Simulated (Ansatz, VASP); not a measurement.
# BaAg2As2: VASP beside Ansatz

Wanted: the spread between two codes on one cell, functional and k mesh. The cell is taken from a series of runs on this material, whose earlier steps may have relaxed, scaled, displaced or heated it; both programs get it as it stands.

Main program and level: Ansatz 0.2.0; plane waves, with VASP 6.6.1 beside it; single point at PBE.

## 1. Set-up

Symmetry: I4/mmm, No. 139, tetragonal system. The conventional cell has a = 4.603 Å, b = 4.603 Å, c = 10.867 Å, α = 90.00°, β = 90.00°, γ = 90.00°. Nearest to Ba lie 10 As at 3.49 to 4.18 Å and 8 Ag at 3.56 Å. Ag has 4 As at 2.72 Å and 4 Ag at 3.25 Å and 4 Ba at 3.56 Å nearest. Nearest to As lie 1 As at 2.52 Å and 4 Ag at 2.72 Å and 5 Ba at 3.49 to 4.18 Å. Farther neighbours are not listed.

Structure file:

```xyz
5
Lattice="-2.3013 2.3013 5.4336 2.3013 -2.3013 5.4336 2.3013 2.3013 -5.4336" Properties=species:S:1:pos:R:3 pbc="T T T"
Ba    0.0000    0.0000    0.0000
Ag    2.3013    0.0000    2.7168
Ag    0.0000    2.3013    2.7168
As    0.0000    0.0000    6.6920
As    0.0000    0.0000    4.1752
```

## 2. VASP: single point, PBE

With cell and atoms fixed, the geometry can't cause a difference; cores, projectors, grids and the points listed under the comparison can.

Lines of VASP's logs that name or quote its potential files are left out, and so is its time.

INCAR

```
SYSTEM = BaAg2As2
PREC = Accurate
ENCUT = 400
EDIFF = 1E-06
NELM = 100
ISMEAR = -1
SIGMA = 0.05
LREAL = .FALSE.
ALGO = Normal
GGA = PE
NBANDS = 27
LASPH = .TRUE.
LORBIT = 11
LWAVE = .FALSE.
LCHARG = .FALSE.
KPAR = 2
ISIF = 2
```

POSCAR

```
BaAg2As2
1.0
   -2.3012500000      2.3012500000      5.4336000000
    2.3012500000     -2.3012500000      5.4336000000
    2.3012500000      2.3012500000     -5.4336000000
Ba Ag As
1 2 2
Direct
    0.0000000000      0.0000000000      0.0000000000
    0.2500000000      0.7500000000      0.5000000000
    0.7500000000      0.2500000000      0.5000000000
    0.6158000000      0.6158000000      0.0000000000
    0.3842000000      0.3842000000      0.0000000000
```

KPOINTS

```
Automatic mesh
0
Gamma
7 7 7
0 0 0
```

PAW data sets: Ba_sv, Ag and As (PBE family, release 64).

Launch:

```bash
> mpirun -np 2 vasp_std
```

Numbers of over 12 decimals in the logs are rounded to 6 here.

Log:

```text
[banner, memory and clock lines left out]
running    2 mpi-ranks, on    1 nodes
 distrk:  each k-point on    1 cores,    2 groups
 distr:  one band on    1 cores,    1 groups

 POSCAR found type information on POSCAR BaAgAs
 POSCAR found :  3 types and       5 ions
 LDA part: xc-table for (Slater+PW92), standard interpolation
 POSCAR, INCAR and KPOINTS ok, starting setup
 FFT: planning ... GRIDC
 FFT: planning ... GRID_SOFT
 FFT: planning ... GRID
 WAVECAR not read
 entering main loop
       N       E                     dE             d eps       ncg     rms          rms(c)
DAV:   1     0.213674445028E+03    0.21367E+03   -0.16982E+04  2160   0.115E+03
DAV:   2    -0.852538390111E+01   -0.22220E+03   -0.21603E+03  2425   0.253E+02
DAV:   3    -0.201631033349E+02   -0.11638E+02   -0.11482E+02  2806   0.545E+01
DAV:   4    -0.203834282856E+02   -0.22032E+00   -0.21963E+00  2890   0.706E+00
DAV:   5    -0.203879543537E+02   -0.45261E-02   -0.45254E-02  2837   0.817E-01    0.910E+00
DAV:   6    -0.191002386625E+02    0.12877E+01   -0.83985E+00  2418   0.250E+01    0.767E+00
DAV:   7    -0.190852297498E+02    0.15009E-01   -0.89076E-01  2343   0.626E+00    0.403E+00
DAV:   8    -0.190674907721E+02    0.17739E-01   -0.10183E-01  2482   0.256E+00    0.694E-01
DAV:   9    -0.190637665138E+02    0.37243E-02   -0.23148E-02  2466   0.138E+00    0.120E-01
DAV:  10    -0.190640201211E+02   -0.25361E-03   -0.32117E-03  2484   0.321E-01    0.682E-02
DAV:  11    -0.190640582797E+02   -0.38159E-04   -0.49669E-04  2453   0.177E-01    0.226E-02
DAV:  12    -0.190640649200E+02   -0.66403E-05   -0.55548E-05  2453   0.709E-02    0.595E-03
DAV:  13    -0.190640655972E+02   -0.67724E-06   -0.54466E-06  2641   0.117E-02
   1 F= -.19064066E+02 E0= -.19055712E+02  d E =-.167068E-01
```

OUTCAR, selected parts (step 2):

```text
ion  position               nearest neighbor table
   1  0.000  0.000  0.000-   4 3.49   4 3.49   4 3.49   5 3.49   4 3.49   5 3.49   5 3.49   5 3.49
                             2 3.56   3 3.56   3 3.56   2 3.56   3 3.56   2 3.56   2 3.56   3 3.56
   2  0.250  0.750  0.500-   5 2.72   4 2.72   5 2.72   4 2.72   3 3.25   3 3.25   3 3.25   3 3.25
                             1 3.56   1 3.56   1 3.56   1 3.56
   3  0.750  0.250  0.500-   5 2.72   4 2.72   5 2.72   4 2.72   2 3.25   2 3.25   2 3.25   2 3.25
                             1 3.56   1 3.56   1 3.56   1 3.56
   4  0.616  0.616  0.000-   5 2.52   3 2.72   2 2.72   2 2.72   3 2.72   1 3.49   1 3.49   1 3.49
                             1 3.49
   5  0.384  0.384  0.000-   4 2.52   2 2.72   3 2.72   3 2.72   2 2.72   1 3.49   1 3.49   1 3.49
                             1 3.49

  LATTYP: Found a body centered tetragonal cell.
 ALAT       =     4.6025000000
 C/A-ratio  =     2.3611515481

 Subroutine GETGRP returns: Found 16 space group operations
 (whereof 16 operations were pure point group operations)

The static configuration has the point symmetry D_4h.

 Found     40 irreducible k-points:

   k-points           NKPTS =     40   k-points in BZ     NKDIM =     40   number of bands    NBANDS=     27

   dimension x,y,z NGX =    42 NGY =   42 NGZ =   42
   dimension x,y,z NGXF=    84 NGYF=   84 NGZF=   84

   ENCUT  =  400.0 eV  29.40 Ry    5.42 a.u.  10.33 10.33 10.33*2*pi/ulx,y,z

   NELECT =      42.0000    total number of electrons

 k-points in reciprocal lattice and weights: Automatic mesh
   0.00000000  0.00000000  0.00000000       0.003
   0.14285714  0.00000000 -0.00000000       0.023
   0.28571429  0.00000000  0.00000000       0.023
   0.42857143  0.00000000  0.00000000       0.023
   0.14285714  0.14285714 -0.00000000       0.023
   0.28571429  0.14285714 -0.00000000       0.047
   0.42857143  0.14285714 -0.00000000       0.047
  -0.42857143  0.14285714 -0.00000000       0.047
  -0.28571429  0.14285714  0.00000000       0.047
[...]
-0.42857143  0.42857143  0.42857143       0.012
  -0.42857143 -0.42857143  0.42857143       0.006

 average (electrostatic) potential at core
       1 -34.3300       2 -73.7761       3 -73.7761       4 -49.1227       5 -49.1227

 E-fermi :   5.9288

 k-point     1 :       0.0000    0.0000    0.0000
  band No.  band energies     occupation
    ...
     18       3.6917      2.00000
     19       3.6917      2.00000
     20       4.9069      2.00000
     21       4.9069      2.00000
     22       5.8712      1.51922
     23       7.0993      0.00000
     24       7.8475      0.00000
     25       8.7973      0.00000
     26       9.0734      0.00000
     27       9.3524      0.00000

 k-point     2 :       0.1429    0.0000   -0.0000
  band No.  band energies     occupation
    ...
     17       1.7642      2.00000
     18       3.2845      2.00000
     19       3.8903      2.00000
     20       4.3893      2.00000
     21       4.8009      2.00000
     22       6.3973      0.00017
     23       7.4933      0.00000
     24       8.3030      0.00000
     25       8.7621      0.00000
     26       9.3729      0.00000
    ...

 k-point     3 :       0.2857    0.0000    0.0000
  band No.  band energies     occupation
    ...
     17       1.8454      2.00000
     18       2.4646      2.00000
     19       3.9397      2.00000
     20       4.1444      2.00000
     21       5.0631      2.00000
     22       6.9661      0.00000
     23       7.5401      0.00000
     24       7.7943      0.00000
     25       9.4077      0.00000
     26       9.5075      0.00000
    ...

  Total        1.5052536      1.5052536      3.1319398      0.0000000      0.0000000      0.0000000
  in kB       20.9529417     20.9529417     43.5962095      0.0000000      0.0000000      0.0000000
  external PRESSURE =      28.5006976 kB  Pullay stress =       0.0000000 kB

  energy-cutoff  :      400.00
  volume of cell :      115.10
      direct lattice vectors                 reciprocal lattice vectors
    -2.301250000  2.301250000  5.433600000     0.000000000  0.217273221  0.092020024
     2.301250000 -2.301250000  5.433600000     0.217273221  0.000000000  0.092020024
     2.301250000  2.301250000 -5.433600000     0.217273221  0.217273221  0.000000000

 POSITION                                       TOTAL-FORCE (eV/Angst)
 -----------------------------------------------------------------------------------
      0.00000      0.00000      0.00000        -0.000000     -0.000000      0.000000
      2.30125     -0.00000      2.71680        -0.000000     -0.000000     -0.000000
     -0.00000      2.30125      2.71680        -0.000000     -0.000000      0.000000
      0.00000      0.00000      6.69202        -0.000000     -0.000000      0.277872
      0.00000      0.00000      4.17518         0.000000      0.000000     -0.277872
 -----------------------------------------------------------------------------------
    total drift:                               -0.000000     -0.000000      0.000000

  FREE ENERGIE OF THE ION-ELECTRON SYSTEM (eV)
  ---------------------------------------------------
  free  energy   TOTEN  =       -19.0640655972 eV

  energy  without entropy=      -19.0473587821  energy(sigma->0) =      -19.05571219

 total charge
# of ion       s       p       d       tot
------------------------------------------
    1        2.005   5.598   0.346   7.949
    2        0.401   0.303   9.173   9.878
    3        0.401   0.303   9.173   9.878
    4        1.238   1.463   0.039   2.739
    5        1.238   1.463   0.039   2.739
--------------------------------------------------
tot          5.284   9.129  18.771  33.184

[... 3 further parts left out ...]
```

Harder data sets than Ba_sv exist (the GW ones), and pressures, volumes and forces can shift noticeably with them.

## 3. Ansatz: single point, PBE

Ansatz runs on its default PAW (the set named soft_2) files.

The same cell, functional, mesh and smearing now go to Ansatz, which takes its cutoff from its data sets.

input.yaml

```yaml
crystal:
  lattice:
    - [-2.30125, 2.30125, 5.4336]
    - [2.30125, -2.30125, 5.4336]
    - [2.30125, 2.30125, -5.4336]
  atoms:
    - { symbol: Ba, position: [0.0, 0.0, 0.0] }
    - { symbol: Ag, position: [0.25, 0.75, 0.5] }
    - { symbol: Ag, position: [0.75, 0.25, 0.5] }
    - { symbol: As, position: [0.6158, 0.6158, 0.0] }
    - { symbol: As, position: [0.3842, 0.3842, 0.0] }
kpoints:
  mp_grid: { grid: [7, 7, 7] }
  band_path:
    path:
      - [[0.0, 0.0, 0.0], [0.0, 0.0, 0.5], [-0.08968551, 0.08968551, 0.5], [-0.29484275, 0.29484275, 0.29484275], [0.0, 0.0, 0.0], [0.5, 0.5, -0.5], [0.29484275, 0.70515725, -0.29484275], [0.0, 0.5, 0.0], [0.25, 0.25, 0.25], [0.5, 0.5, -0.08968551], [0.5, 0.5, -0.5]]
      - [[0.0, 0.0, 0.5], [0.25, 0.25, 0.25]]
    npoints: 4
scf:
  occupations: { method: fermi_dirac, width: 0.05 }
  n_extra_bands: 9
hamiltonian:
  xc: pbe
  pseudopotentials: { kind: paw }
output:
  forces: true
  stress: true
  populations: true
  write_bands: true
```

Launch:

```bash
> ansatz run input.yaml --threads 4 --pin off --max-ram 8192MiB --backend cpu --events-out ev --progress --plain --runs-dir out
```

Log:

```text
scf.n_extra_bands = 9 over 39 filled bands (N_el = 78.0): the run solves 48 bands
Engine: ansatz 0.2.0, x86_64-unknown-linux-gnu
Pseudopotentials: kind: paw
Pseudopotential: Ba, paw, valence charge 10, recommended cutoff 420 eV (normal), Ba.paw.azcp
Pseudopotential: Ag, paw, valence charge 19, recommended cutoff 420 eV (normal), Ag.paw.azcp
Pseudopotential: As, paw, valence charge 15, recommended cutoff 420 eV (normal), As.paw.azcp
Functional definition: PBE
  parameter kappa = 0.804
  parameter beta = 0.066725
  exchange = pbe_x(kappa = kappa, mu = beta*pi^2/3)
  correlation = pbe_c(beta = beta)
Crystal: 5 atoms, lattice volume = 115.100 Å³
Basis set: ecut = 420 eV, 2259 PW (Γ), exchange–correlation on 90×90×90 points (8 copies of the dense FFT grid, shifted against one another)
Bands: 48, of which v1, the nominal top of the filled ones, is band 39 counted from 1 (38 counted from 0)
Symmetry: 16 space group operations
Space group: I4/mmm (ITA 139), of the structure as read, at distance tolerance 4.9e-5 Å
k-points: 40 of 343
Non-local potential: Ba, projectors of the file, l = 0: 3, l = 1: 2, l = 2: 2, l = 3: 2
Non-local potential: Ag, projectors of the file, l = 0: 3, l = 1: 2, l = 2: 2, l = 3: 1
Non-local potential: As, projectors of the file, l = 0: 2, l = 1: 2, l = 2: 3, l = 3: 1
PAW form: soft (Blöchl's): semilocal exchange-correlation on the pseudo side does not see the compensation charge
PAW one-centre angular grid: Ba, 194 points (default); XC on 64 Gauss nodes
PAW one-centre angular grid: Ag, 590 points (default); XC on 64 Gauss nodes
PAW one-centre angular grid: As, 590 points (default); XC on 64 Gauss nodes
Initial density: superposition of atomic densities (neutral atoms: chi_scale 0, normalization atom), corrected by the library's trained network
Initial wavefunctions: pseudopotential atomic-orbital guess
Functional: x = pbe(κ = 0.804, μ = 0.219515), c = pbe(β = 0.066725)
SCF iter   1: F=—  HF=-30845.375206 eV  |F-HF|=—  |Δ(HF+E_count)|=         —  Δρ=2.27e-3  dr2=1.09e-2  ethr=1.77e-3  ⟨swp⟩=7.5  Hψ=7958  notcnv=0  defer=31
preconditioner: auto → Kerker (q_TF=auto, 2.557 Å⁻¹)  [metal: Δε(μ)=0.025 eV  Ē_g=9.737 eV  σ=0.050 eV  W_gap=0.12  n_scr=32 (ndim 8)  ℏωp=21.9 eV  f_vac=0.003  D(μ)=1.94/eV (n_scr^D=10)]
SCF iter   2: F=—  HF=-30845.374574 eV  |F-HF|=—  |Δ(HF+E_count)|=   6.32e-4  Δρ=9.61e-4  dr2=1.33e-3  ethr=1.40e-5  ⟨swp⟩=2.8  Hψ=3706  notcnv=0  defer=66
SCF iter   3: F=—  HF=-30845.374523 eV  |F-HF|=—  |Δ(HF+E_count)|=   5.05e-5  Δρ=4.85e-4  dr2=5.00e-4  ethr=1.70e-6  ⟨swp⟩=1.9  Hψ=2430  notcnv=0  defer=66
SCF iter   4: F=—  HF=-30845.374489 eV  |F-HF|=—  |Δ(HF+E_count)|=   3.45e-5  Δρ=1.45e-4  dr2=4.73e-5  ethr=6.42e-7  ⟨swp⟩=2.0  Hψ=2954  notcnv=0  defer=66
SCF iter   5: F=—  HF=-30845.374506 eV  |F-HF|=—  |Δ(HF+E_count)|=   1.71e-5  Δρ=7.03e-5  dr2=9.45e-6  ethr=6.06e-8  ⟨swp⟩=2.0  Hψ=3150  notcnv=0  defer=66
SCF iter   6: F=—  HF=-30845.374506 eV  |F-HF|=—  |Δ(HF+E_count)|=   1.79e-7  Δρ=2.61e-5  dr2=7.84e-7  ethr=1.21e-8  ⟨swp⟩=2.0  Hψ=3214  notcnv=0  defer=66
SCF iter   7: F=—  HF=-30845.374506 eV  |F-HF|=—  |Δ(HF+E_count)|=   3.84e-8  Δρ=7.83e-6  dr2=1.80e-7  ethr=1.00e-9  ⟨swp⟩=2.0  Hψ=3297  notcnv=0  defer=66
SCF iter   8: F=-30845.374506 eV  HF=-30845.374506 eV  |F-HF|=1.01e-8  |Δ(HF+E_count)|=   2.82e-8  Δρ=2.26e-6  dr2=1.63e-8  ethr=1.28e-10  ⟨swp⟩=10.1  Hψ=9047  notcnv=0
SCF 1 converged in 8 iterations: F = -30845.374506 eV  dr2 = 1.63e-8
  greatest PAW one-centre occupation: 1.000 electrons in one spin orbital (limit 2), on the Ag atom at site 2 (counted from 0), in its partial waves of l = 0
NSCF: frozen V_eff on 46 k-points
SCF converged after 8 iterations
Free energy (F): -30845.374506 eV
Harris-Foulkes:  -30845.374506 eV  (|F-HF|=1.01e-8)
Internal energy: -30845.358226 eV  (E = F + TS)
E sigma→0 (E₀):  -30845.366366 eV
Entropy (-TS):   -0.016280 eV (-3.256 meV/atom)
Fermi energy:    12.827898 eV
--- Per-component energies (eV) ---
  E_band       = -1067.907763
  E_kinetic    = 1431.674218
  E_local      = -10036.072881  (includes V_loc(G=0)·N_el)
  E_nonlocal   = -1123.335734
  E_hartree    = 4911.067151
  E_xc         = -697.866464
  E_vxc        = -766.210789  (∫ρ·V_xc dr)
  E_paw        = -16701.108280  (= ΣΔE_a)
  E_vpaw       = -396.090620  (= ΣTr[D̂ρ^β])
  E_aug_tail   = 0.000634  (compensation charges beyond the density's cutoff)
  E_ewald      = -8629.716871
  E_smearing   = -0.016280  (= −TS)
  E_closure    = 0.000000  (closes the sum)
  Σ components = -30845.374506   (vs F -30845.374506, Δ=0.00e0)
--- Forces (eV/Å), atoms counted from 1 ---
  atom   1  Ba     0.00000000     0.00000000     0.00000000
  atom   2  Ag     0.00000000     0.00000000     0.00000000
  atom   3  Ag     0.00000000     0.00000000     0.00000000
  atom   4  As    -0.00000000     0.00000000     0.23696438
  atom   5  As    -0.00000000     0.00000000    -0.23696438
  max |Σ_I F_I| component: 3.04e-18 eV/Å
--- Stress (GPa, compression-positive) ---
        1.839704       0.000000       0.000000
        0.000000       1.839704       0.000000
        0.000000       0.000000       3.987905
  P = ⅓ Tr σ = 2.5558 GPa (25.558 kbar)
--- Band table (eV; the first three rows and the last of 40) ---
  k-point 0: bands = [... 35 lower, 10.5996, 10.5996, 11.7796, 11.7796, 12.8020, 14.0070, 14.6342, 15.7017, ... 5 higher]
  k-point 1: bands = [... 35 lower, 10.2739, 10.8136, 11.0722, 11.2079, 13.9179, 14.5051, 15.2948, 15.7147, ... 5 higher]
  k-point 2: bands = [... 35 lower, 9.9659, 10.6053, 10.6739, 10.9046, 14.3990, 14.5509, 15.6103, 15.8620, ... 5 higher]
  k-point 39: bands = [... 35 lower, 10.3996, 11.0814, 11.6558, 13.0901, 13.3797, 13.4523, 14.6183, 15.0185, ... 5 higher]
--- Löwdin populations: 5 sites ---
  site symbol       q [e]
     0     Ba      8.3794
     1     Ag     18.5654
     2     Ag     18.5654
     3     As     15.8890
     4     As     15.8890
  spilling = 0.009125 (of n_electrons = 78.000000)
```

## 4. Comparison

Known differences besides the potentials themselves: the data sets hold 78 valence electrons in Ansatz (default PAW (the set named soft_2) files) and 42 in VASP; the cutoff is 420 eV in Ansatz and 400 eV in VASP. Total energies have different zeros and are not compared.

Both answers:

```csv
quantity,Ansatz,VASP,difference
pressure (GPa),2.56,2.85,-0.29
```

Forces (eV/Å; atoms numbered as in POSCAR):

```
atom        Ansatz x, y, z          VASP x, y, z
 Ba1   0.000, 0.000, 0.000   0.000, 0.000, 0.000
 Ag2   0.000, 0.000, 0.000   0.000, 0.000, 0.000
 Ag3   0.000, 0.000, 0.000   0.000, 0.000, 0.000
 As4   0.000, 0.000, 0.237   0.000, 0.000, 0.278
 As5  0.000, 0.000, -0.237  0.000, 0.000, -0.278
```

The forces differ by 15 meV/Å r.m.s., which is 14.7 % of the r.m.s. force of 0.10 eV/Å (both taken over all components).

## 5. Other set-ups

Further runs change the set-up of one program: Ansatz's method, potentials or start, or VASP's data sets, cutoff or form of LDA. The table gives Ansatz less VASP for each quantity, since a change that brings one quantity closer may part another.

```
                                                                        run  r.m.s. force difference (meV/Å)  pressure (GPa)
                                                                   as above                               15           -0.29
VASP with the data sets Ba_sv_GW, Ag_sv_GW and As_GW and a cutoff of 570 eV                              5.7            0.45
```

## 6. Summary of results

| Item | Value |
| --- | --- |
| r.m.s. force difference (single point, PBE) | 15 meV/Å |

The r.m.s. force difference is 15 meV/Å (single point, PBE), beyond the 12 meV/Å picked in this series as the mark of a large difference. Single point, PBE, VASP with the data sets Ba_sv_GW, Ag_sv_GW and As_GW and a cutoff of 570 eV: r.m.s. force difference goes from 15 to 5.7 meV/Å; the difference in pressure goes from -0.29 to 0.45 GPa. How closely two codes agree says nothing of how well the functional describes the real material.

[Lines on the potential files, build, host, timing and source positions are cut from VASP's logs without a mark.]

[Logs are printed without paths, hosts, clocks, repeated set-up lines and the standing remarks that a program may print on its own settings, such as how far it seeks lower states.]

[Hosts, paths, dates, database ids (printed as entryN), source tags and the programs' standing remarks are cut or masked in the printed files.]
